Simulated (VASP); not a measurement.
# Li2Pt: structure and properties in VASP, part 2 of 5

Aim: relax Li2Pt, then compute properties on the relaxed cell. The start is a cell from a database of measured crystal structures.

VASP 6.6.1; LDA; plane waves and PAW (Li_sv, Pt).

Still holding for the runs below: The k-mesh is coarse for a metal.

So far. Step 2 (Full relaxation (LDA)): It ends with forces that vanish by symmetry and a pressure of -0.02 GPa. The volume lies -7.0 % from that of the database's start, part of which can be the thermal and zero-point expansion of its experiment. LDA is known to overbind. Step 3 (Second relaxation): It ends with forces that vanish by symmetry and a pressure of 0.00 GPa. The volume moved by under 0.01 %: the run met its threshold at the first step.

### Step 4. Density, ELF and potential (LDA)

The relaxed cell gets a fresh self-consistent run, on a basis set for its own volume, to fix the density and to check the remaining stress.

File INCAR:

```
SYSTEM = Li2Pt
PREC = Accurate
ENCUT = 650
EDIFF = 1E-06
NELM = 100
ISMEAR = 1
SIGMA = 0.2
LREAL = .FALSE.
ALGO = Normal
GGA = CA
NBANDS = 14
LASPH = .TRUE.
LORBIT = 11
LWAVE = .FALSE.
LCHARG = .TRUE.
ISIF = 2
LELF = .TRUE.
LVHAR = .TRUE.
```

File POSCAR:

```
Li2Pt
1.0
    4.0457325160      0.0000000000      0.0000000000
   -2.0228662580      3.5037071357      0.0000000000
    0.0000000000      0.0000000000      2.6491472347
Li Pt
2 1
Direct
    0.3333333333      0.6666666667      0.5000000000
    0.6666666667      0.3333333333      0.5000000000
    0.0000000000      0.0000000000      0.0000000000
```

File KPOINTS:

```
Automatic mesh
0
Gamma
6 6 8
0 0 0
```

Potentials, in the order of the species: Li_sv and Pt (LDA family, release 64).

On the command line:

```sh
> mpirun -np 2 vasp_std
```

The log of the run:

```text
[banner, memory and clock lines left out]
running    2 mpi-ranks, on    1 nodes
 distrk:  each k-point on    2 cores,    1 groups
 distr:  one band on    1 cores,    2 groups

 POSCAR found type information on POSCAR LiPt
 POSCAR found :  2 types and       3 ions
 LDA part: xc-table for (Slater(with rela. corr.)+CA(PZ))
 , standard interpolation
 POSCAR, INCAR and KPOINTS ok, starting setup
 FFT: planning ... GRIDC
 FFT: planning ... GRID_SOFT
 FFT: planning ... GRID
 WAVECAR not read
 entering main loop
       N       E                     dE             d eps       ncg     rms          rms(c)
DAV:   1     0.810235581640E+02    0.81024E+02   -0.83371E+03   988   0.137E+03
DAV:   2    -0.617187175192E+01   -0.87195E+02   -0.79306E+02  1162   0.276E+02
[... 2 cycles as in an earlier step ...]
DAV:   5    -0.140110991323E+02   -0.29551E-02   -0.29551E-02  1396   0.994E-01    0.799E+00
[... 1 cycle as in an earlier step ...]
DAV:   7    -0.132434933778E+02    0.18782E+00   -0.32024E-01  1034   0.537E+00    0.103E+00
DAV:   8    -0.132224869713E+02    0.21006E-01   -0.29387E-02  1280   0.118E+00    0.454E-01
[... 1 cycle as in an earlier step ...]
DAV:  10    -0.132195775140E+02   -0.35131E-04   -0.19872E-04  1252   0.124E-01    0.220E-02
DAV:  11    -0.132195734376E+02    0.40764E-05   -0.21528E-05  1306   0.444E-02    0.293E-03
DAV:  12    -0.132195733396E+02    0.98048E-07   -0.45241E-07   756   0.701E-03
   1 F= -.13219573E+02 E0= -.13217792E+02  d E =-.534305E-02
```

Run time: 5.6 s. Hardware: 2 MPI ranks of Intel Xeon 6975P-C (Granite Rapids), shared host; peak memory 0.28 GiB.

From OUTCAR (step 4):

```text
The static configuration has the point symmetry D_6h.

 Found     35 irreducible k-points:

   NELECT =      16.0000    total number of electrons

 E-fermi :   5.5930

  Total        0.0045737      0.0045737     -0.0124335      0.0000000     -0.0000000      0.0000000
  in kB        0.1951390      0.1951390     -0.5304859      0.0000000     -0.0000000      0.0000000
  external PRESSURE =      -0.0467360 kB  Pullay stress =       0.0000000 kB

 POSITION                                       TOTAL-FORCE (eV/Angst)
 -----------------------------------------------------------------------------------
     -0.00000      2.33580      1.32457        -0.000000      0.000000      0.000000
      2.02287      1.16790      1.32457         0.000000     -0.000000     -0.000000
      0.00000      0.00000      0.00000         0.000000      0.000000      0.000000
 -----------------------------------------------------------------------------------
    total drift:                                0.000000      0.000000     -0.000000

  FREE ENERGIE OF THE ION-ELECTRON SYSTEM (eV)
  ---------------------------------------------------
  free  energy   TOTEN  =       -13.2195733396 eV

  energy  without entropy=      -13.2142302919  energy(sigma->0) =      -13.21779232

[... 16 parts as in an earlier step ...]
```

This step gave:

* SCF cycles: 12

Valence electrons inside each PAW sphere by angular momentum. Sphere charges, by row:

```tsv
atom	s (e)	p (e)	d (e)	tot (e)
Li1	2.041	0.094	0	2.136
Li2	2.041	0.094	0	2.136
Pt3	0.802	0.391	8.186	9.378
```

Valence density in the ab plane at fractional z = 0.500, with atoms of Li within 0.2 Å of it. It is the smooth field of the valence electrons, not physical close to the nuclei.

Ten steps, logarithmic in the rise over the least value, from '_' (0.08 × 1e0 e/Å³) to '@' (9.06 × 1e0 e/Å³), each cell a mean:
```
----::..__________....::----
::::........::..__..::::----
::......==**++::__....::::::
..__..++@@@@##::__..........
____::##@@@@++..____......__
____::****++________....____
____..::::______..==++==____
______..________++%%%%**..__
..........____--%%@@%%++____
::::::::......==##%%++......
::::::::....__::--::......::
----::::....________....::--
----::::..__________..::::--
```
Columns run along a (4.0 Å), rows up along b (4.0 Å). Atoms in or near the plane, at fractional coordinates: Li at (0.33, 0.67), Li at (0.67, 0.33).

ELF in the ab plane at fractional z = 0.500, with atoms of Li within 0.2 Å of it. It is the smooth field of the valence electrons, not physical close to the nuclei.

Values in units of 1e-1, 13 rows by 14 columns, each cell a mean:
```
3.6 3.6 3.7 3.7 2.8 1.4 0.5 0.6 1.7 3.2 3.8 3.7 3.6 3.6
3.6 3.7 3.6 2.6 0.9 0.5 0.4 0.3 1.2 3.0 3.8 3.7 3.6 3.6
3.8 3.7 2.2 0.6 2.3 5.6 4.1 0.5 1.0 3.0 3.8 3.8 3.7 3.7
3.6 2.5 0.6 2.6 9.0 9.6 6.5 0.7 1.4 3.2 3.7 3.7 3.7 3.8
2.5 1.1 0.7 6.5 9.6 9.3 2.9 0.4 1.7 2.8 2.6 2.4 2.5 2.8
1.1 0.4 0.6 4.3 5.8 2.6 0.3 0.7 1.1 0.8 0.4 0.4 0.6 1.0
1.0 0.6 0.3 0.5 0.6 0.6 0.8 0.7 0.5 1.5 3.2 1.5 0.2 0.5
2.2 1.9 1.4 1.4 1.8 2.1 1.2 0.3 3.2 8.1 9.3 4.7 0.2 0.9
3.6 3.6 3.5 3.5 3.6 2.9 0.7 0.9 8.6 9.5 8.5 2.4 0.8 2.5
3.8 3.7 3.8 3.8 3.7 2.6 0.4 1.4 8.3 8.0 3.0 0.6 2.3 3.6
3.6 3.6 3.6 3.7 3.7 2.5 0.5 0.3 1.3 0.8 0.7 2.2 3.7 3.7
3.6 3.6 3.6 3.7 3.7 2.8 0.9 0.4 0.5 1.1 2.7 3.6 3.7 3.6
3.6 3.6 3.6 3.8 3.7 2.9 1.3 0.9 1.5 2.8 3.8 3.8 3.6 3.6
```
Columns run along a (4.0 Å), rows up along b (4.0 Å). Atoms in or near the plane, at fractional coordinates: Li at (0.33, 0.67), Li at (0.67, 0.33).

Electrostatic potential energy in the ab plane at fractional z = 0.500, with atoms of Li within 0.2 Å of it. With pseudopotentials it is smooth inside the atoms' cores, unlike the true potential.

Ten even steps from '_' (-57 eV) to '@' (2 eV), each cell a mean:
```
@@@@@@@@@@@@@@@@@@@@@@@@@@@@
@@@@@@@@@@%%%%%%@@@@@@@@@@@@
@@@@@@@@##==++%%@@@@@@@@@@@@
@@@@@@**..__==%%@@@@@@@@@@@@
@@@@%%==__..**%%@@@@@@@@@@@@
@@@@%%++==**%%@@@@@@@@@@@@@@
@@@@%%%%%%@@@@@@%%##**##%%@@
@@@@@@@@@@@@@@@@**::..++%%@@
@@@@@@@@@@@@@@%%::__::##@@@@
@@@@@@@@@@@@@@##--::**%%@@@@
@@@@@@@@@@@@@@%%##%%@@@@@@@@
@@@@@@@@@@@@@@@@@@@@@@@@@@@@
@@@@@@@@@@@@@@@@@@@@@@@@@@@@
```
Columns run along a (4.0 Å; values clipped at the 3rd and 97th percentile), rows up along b (4.0 Å). Atoms in or near the plane, at fractional coordinates: Li at (0.33, 0.67), Li at (0.67, 0.33).

In this run the pressure is 0.00 GPa, small enough to go on; single stress components reach 0.05 GPa.

### Step 5. Band structure (LDA)

The mesh alone shows little of the dispersion and can miss band extrema, so KPOINTS_OPT adds a path through the symmetry points after the self-consistent cycle.

File INCAR:

```
SYSTEM = Li2Pt
PREC = Accurate
ENCUT = 650
EDIFF = 1E-06
NELM = 100
ISMEAR = 1
SIGMA = 0.2
LREAL = .FALSE.
ALGO = Normal
GGA = CA
NBANDS = 21
LASPH = .TRUE.
LORBIT = 11
LWAVE = .FALSE.
LCHARG = .FALSE.
KPAR = 2
```

POSCAR is that of step 4.

KPOINTS is that of step 4.

File KPOINTS_OPT:

```
Line mode
16
Line-mode
Reciprocal
  0.00000000   0.00000000   0.00000000 GAMMA
  0.50000000   0.00000000   0.00000000 M

  0.50000000   0.00000000   0.00000000 M
  0.33333333   0.33333333   0.00000000 K

  0.33333333   0.33333333   0.00000000 K
  0.00000000   0.00000000   0.00000000 GAMMA

  0.00000000   0.00000000   0.00000000 GAMMA
  0.00000000   0.00000000   0.50000000 A

  0.00000000   0.00000000   0.50000000 A
  0.50000000   0.00000000   0.50000000 L

  0.50000000   0.00000000   0.50000000 L
  0.33333333   0.33333333   0.50000000 H

  0.33333333   0.33333333   0.50000000 H
  0.00000000   0.00000000   0.50000000 A

  0.50000000   0.00000000   0.50000000 L
  0.50000000   0.00000000   0.00000000 M

  0.33333333   0.33333333   0.00000000 K
  0.33333333   0.33333333   0.50000000 H
```

On the command line:

```sh
> mpirun -np 2 vasp_std
```

The log of the run:

```text
[... set-up lines as in an earlier step ...]
 entering main loop
       N       E                     dE             d eps       ncg     rms          rms(c)
DAV:   1     0.950189916176E+02    0.95019E+02   -0.76287E+03  1470   0.927E+02
DAV:   2    -0.621002361806E+01   -0.10123E+03   -0.91214E+02  1684   0.221E+02
DAV:   3    -0.137906783520E+02   -0.75807E+01   -0.73019E+01  2624   0.446E+01
DAV:   4    -0.140082468667E+02   -0.21757E+00   -0.21721E+00  1782   0.750E+00
DAV:   5    -0.140110868178E+02   -0.28400E-02   -0.28398E-02  1874   0.737E-01    0.799E+00
DAV:   6    -0.134349178293E+02    0.57617E+00   -0.14863E+00  1642   0.100E+01    0.244E+00
DAV:   7    -0.132431191653E+02    0.19180E+00   -0.16640E-01  1639   0.340E+00    0.102E+00
DAV:   8    -0.132223216796E+02    0.20797E-01   -0.12506E-02  2192   0.717E-01    0.430E-01
DAV:   9    -0.132195545879E+02    0.27671E-02   -0.49359E-03  1952   0.522E-01    0.967E-02
DAV:  10    -0.132195736273E+02   -0.19039E-04   -0.86056E-05  1992   0.629E-02    0.117E-02
DAV:  11    -0.132195734488E+02    0.17848E-06   -0.73622E-06  1953   0.174E-02
   1 F= -.13219573E+02 E0= -.13217792E+02  d E =-.534323E-02
 Start KPOINTS_OPT (optional k-point list driver)
k-point batch [1-35\144]
       N       E                     dE             ncg
DAV:   1    -0.340105945027E+03   -0.12705E+05     1470
DAV:   2    -0.401265362991E+04   -0.36725E+04     1681
DAV:   3    -0.428801665742E+04   -0.27536E+03     2697
DAV:   4    -0.429408560802E+04   -0.60690E+01     1804
DAV:   5    -0.429418492595E+04   -0.99318E-01     2052
DAV:   6    -0.429418628931E+04   -0.13634E-02     1830
DAV:   7    -0.429418632193E+04   -0.32613E-04     1987
DAV:   8    -0.429418632266E+04   -0.73683E-06     1393
[...]
k-point batch [141-144\144]
       N       E                     dE             ncg
DAV:   1     0.197908712049E+05   -0.33645E+04      168
DAV:   2     0.194066484137E+05   -0.38422E+03      188
DAV:   3     0.193767306344E+05   -0.29918E+02      321
DAV:   4     0.193764358711E+05   -0.29476E+00      220
DAV:   5     0.193764337931E+05   -0.20780E-02      198
DAV:   6     0.193764337569E+05   -0.36240E-04      230
DAV:   7     0.193764337560E+05   -0.84807E-06      203
```

Elapsed: 24 s, on 2 MPI ranks; peak memory 0.38 GiB; 45 s of CPU time.

Parts of OUTCAR (step 5):

```text
   k-points           NKPTS =     35   k-points in BZ     NKDIM =     35   number of bands    NBANDS=     21

   NELECT =      16.0000    total number of electrons

 E-fermi :   5.5930

 k-point     1 :       0.0000    0.0000    0.0000
  band No.  band energies     occupation
    ...
      4       1.1824      2.00000
      5       2.1939      2.00000
      6       2.1939      2.00000
      7       5.0177      2.00037
      8       5.0177      2.00037
      9       9.9281      0.00000
     10       9.9281      0.00000
     11      12.6026      0.00000
     12      12.6026      0.00000
     13      15.3966      0.00000
    ...

  Total        0.0071787      0.0071787     -0.0122596      0.0000000     -0.0000000      0.0000000
  in kB        0.3062866      0.3062866     -0.5230634      0.0000000     -0.0000000      0.0000000
  external PRESSURE =       0.0298366 kB  Pullay stress =       0.0000000 kB

 POSITION                                       TOTAL-FORCE (eV/Angst)
 -----------------------------------------------------------------------------------
     -0.00000      2.33580      1.32457        -0.000000     -0.000000      0.000000
      2.02287      1.16790      1.32457         0.000000      0.000000     -0.000000
      0.00000      0.00000      0.00000        -0.000000      0.000000      0.000000
 -----------------------------------------------------------------------------------
    total drift:                                0.000000      0.000000     -0.000000

  FREE ENERGIE OF THE ION-ELECTRON SYSTEM (eV)
  ---------------------------------------------------
  free  energy   TOTEN  =       -13.2195734488 eV

  energy  without entropy=      -13.2142302237  energy(sigma->0) =      -13.21779237

[... 8 parts as in an earlier step ...]

[... 8 further parts left out ...]
```

Spin-orbit coupling is off here; it can split and shift levels that hold much weight on Pt by tenths of an eV or more.

Numbers from this step:

| Property | Result |
| --- | --- |
| SCF cycles | 11 |
| bands | 21 |
| pressure | 0.002984 GPa |

Electronic bands along the path, in eV, zero at the Fermi level; # counts the bands kept in this run, so #1 is VASP's band 3:

```tsv
point	#3	#4	#5	#6	#7	#8	#9	#10
Γ	-3.40	-3.40	-0.58	-0.58	4.33	4.33	7.01	7.01
0.47 of the way	-3.35	-2.99	-0.66	-0.59	1.51	2.41	8.30	9.54
M	-2.23	-2.14	-1.77	-0.75	-0.61	0.71	8.60	13.08
0.53 of the way	-2.64	-2.42	-1.20	-0.74	-0.64	0.37	8.84	11.97
K	-3.00	-2.94	-0.70	-0.70	-0.40	-0.40	9.04	12.03
0.47 of the way	-3.36	-2.65	-0.69	-0.61	0.41	1.72	8.65	9.95
Γ	-3.40	-3.40	-0.58	-0.58	4.33	4.33	7.01	7.01
0.53 of the way	-2.78	-2.70	-2.68	-2.68	6.39	6.92	6.92	7.64
A	-3.76	-2.19	-2.19	0.65	3.08	6.67	6.67	7.68
0.47 of the way	-3.56	-2.33	-1.95	0.89	2.63	6.39	7.26	7.32
L	-3.01	-1.61	-1.07	0.48	1.10	4.61	7.67	8.20
0.47 of the way	-2.80	-1.88	-1.11	1.03	1.13	4.23	5.96	8.14
H	-2.31	-2.31	-1.18	1.16	2.48	2.48	5.36	8.25
0.47 of the way	-3.10	-2.45	-1.71	0.99	2.30	5.85	6.51	7.48
A	-3.76	-2.19	-2.19	0.65	3.08	6.67	6.67	7.68
jump to L	-3.01	-1.61	-1.07	0.48	1.10	4.61	7.67	8.20
0.47 of the way	-3.02	-2.68	-1.90	-1.65	0.11	3.72	8.14	8.92
M	-2.23	-2.14	-1.77	-0.75	-0.61	0.71	8.60	13.08
jump to K	-3.00	-2.94	-0.70	-0.70	-0.40	-0.40	9.04	12.03
0.47 of the way	-3.18	-2.36	-2.36	-2.24	1.37	1.37	9.26	10.19
H	-2.31	-2.31	-1.18	1.16	2.48	2.48	5.36	8.25
```

Of the projections kept (Li, Pt), the largest for each band there, as a share of the weight inside these atoms' spheres; weight between the spheres isn't counted:

```tsv
point	#3	#4	#5	#6	#7	#8	#9	#10
Γ	Pt 0.96	Pt 0.96	Pt 1.00	Pt 1.00	Pt 0.82	Pt 0.82	Pt 0.54	Pt 0.54
M	Pt 0.99	Pt 0.98	Pt 0.64	Pt 0.99	Pt 1.00	Pt 0.62	Pt 0.72	Li 0.95
K	Pt 0.94	Pt 0.95	Pt 1.00	Pt 1.00	Pt 0.81	Pt 0.81	Pt 0.52	Li 0.50
Γ	Pt 0.96	Pt 0.96	Pt 1.00	Pt 1.00	Pt 0.82	Pt 0.82	Pt 0.54	Pt 0.54
A	Pt 0.99	Pt 1.00	Pt 1.00	Pt 0.79	Pt 0.95	Li 1.00	Li 1.00	Li 1.00
L	Pt 0.96	Pt 1.00	Pt 1.00	Pt 0.59	Pt 0.79	Pt 0.94	Pt 1.00	Li 0.65
```

The electronic bands as a text plot (rows in eV, shown from -6.7 to 7.0 only):

```
    6.7 |                   ********         ******            *
    6.1 |                    *          *   **     *
    5.5 |                  *        *    ***       *            *
    5.0 |                     *      *      *     *
    4.4 |*               **           ***           *
    3.8 |               *      *
    3.3 | *            *        **       * *    **   *
    2.7 |  *          **          **      *   **                *
    2.1 |  *                        *       **        *       **
    1.6 |   *        **              *   * *           *     *
    1.0 |    **     *             **************        *   *   *
    0.4 |   *  **    *          **    **        *****     **
   -0.1 |    *   ***                                 **  *     *
   -0.7 |******************    *                   *   ***
   -1.3 |     * *          *          *******     ***  *  *   ***
   -1.8 |      *            * *   ********   ***  *******  * **
   -2.4 |    ***** ***       ********    *********  * ***  ******
   -3.0 | ****   ***  **   ****     *****    *    ** *   *****
   -3.6 |***    ** ******** *  *****          **** ** **     **
   -4.1 |*******     *******    ******************** *  *   *  **
   -4.7 |                     **                      *
   -5.3 |                    *                            **
   -5.8 |     *******       *                          ***
   -6.4 |*****       *******
         Γ    M   K      Γ       A     L  H     A|L     M|K     H
```

There is no gap at this level.

[end of part 2 of 5]

[Lines on the potential files, build, host, timing and source positions are cut from VASP's logs without a mark.]

[Logs are printed without paths, hosts, clocks, repeated set-up lines and the standing remarks that a program may print on its own settings, such as how far it seeks lower states.]

[Hosts, paths, dates, database ids (printed as entryN), source tags and the programs' standing remarks are cut or masked in the printed files.]

[A measured line is paired with the nearest computed mode of its activity, which favours agreement.]

[In band tables of VASP the shares of atoms and orbitals are scaled to a sum of 1 inside the atoms' spheres.]
